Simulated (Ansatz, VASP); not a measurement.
## Two plane-wave programs on RbMg2

File INCAR:

```
SYSTEM = RbMg2
ALGO     = Normal         ! electronic algorithm
EDIFF    = 1E-7           ! SCF threshold, eV
ENCUT    = 520            ! plane-wave cutoff, eV
GGA      = PE             ! functional
ISIF     = 2              ! what is computed and relaxed
ISMEAR   = -1             ! smearing method
LASPH    = .True.         ! aspherical terms in the spheres
LCHARG   = .False.        ! write CHGCAR
LREAL    = .False.        ! projectors in reciprocal space
LWAVE    = .False.        ! write WAVECAR
NBANDS   = 22             ! bands
NELM     = 80             ! most SCF steps
PREC     = Accurate       ! precision mode
SIGMA    = 0.05           ! smearing width, eV
```

Contents of KPOINTS:

```
k-points
0
Gamma
  7 7 6
  0 0 0
```

POSCAR

```
RbMg2
1.0
    1.9602087099    -13.8924174123      0.0000000000
    1.9602087099     13.8924174123      0.0000000000
    0.0000000000      0.0000000000      4.9271229636
Rb Mg
2 4
Direct
    0.6728470000      0.3271530000      0.2500000000
    0.3271530000      0.6728470000      0.7500000000
    0.4512240000      0.5487760000      0.2500000000
    0.0425010000      0.9574990000      0.2500000000
    0.9574990000      0.0425010000      0.7500000000
    0.5487760000      0.4512240000      0.7500000000
```

Contents of input.yaml:

```yaml
crystal:
  lattice:
    - [1.9602087099, -13.8924174123, 0.0]
    - [1.9602087099, 13.8924174123, 0.0]
    - [0.0, 0.0, 4.9271229636]
  atoms:
    - { symbol: Rb, position: [0.672847, 0.327153, 0.25] }
    - { symbol: Rb, position: [0.327153, 0.672847, 0.75] }
    - { symbol: Mg, position: [0.451224, 0.548776, 0.25] }
    - { symbol: Mg, position: [0.042501, 0.957499, 0.25] }
    - { symbol: Mg, position: [0.957499, 0.042501, 0.75] }
    - { symbol: Mg, position: [0.548776, 0.451224, 0.75] }
hamiltonian:
  xc: pbe
  pseudopotentials: { kind: paw }
kpoints:
  mp_grid: { grid: [7, 7, 6] }
scf:
  occupations: { method: fermi_dirac, width: 0.05 }
output:
  forces: true
  stress: true
  eigenvalues: true
  write_density: true
  write_potential: true
  elf: true
  volumetric_format: npy
```

Change from the starting cell: volume scaled by 1.06.

Alike in both runs: task single point; functional PBE; k mesh 7 × 7 × 6; occupations fermi-dirac, width 0.05 eV; no spin polarisation.

```csv
,VASP,Ansatz
version,VASP 6.6.1,Ansatz 0.2.0
potentials or method,"VASP PAW PBE potentials, release 64 (Rb_sv, Mg)",Ansatz PAW
plane-wave cutoff (eV),520,420
valence electrons in the cell,26,58
```

Ansatz gave:

```
gap on the k mesh at the Fermi level (eV)       : none
pressure (GPa)                                  : -0.6
largest component of the traceless stress (GPa) : 0.54
rms of the force components (eV/Å)              : 0.047
```

Estimate VASP's values.

gap on the k mesh at the Fermi level (eV): none; pressure (GPa): -0.7; largest component of the traceless stress (GPa): 0.54; rms of the force components (eV/Å): 0.049.

Atom by atom the forces differ by 0.003 eV/Å (rms over components). A gap of «none» marks a metal or a gap that the smearing closes. The functional is the same, so the differences come from potentials, cutoffs and numerics. The two sets of potentials don't hold the same shells in valence.
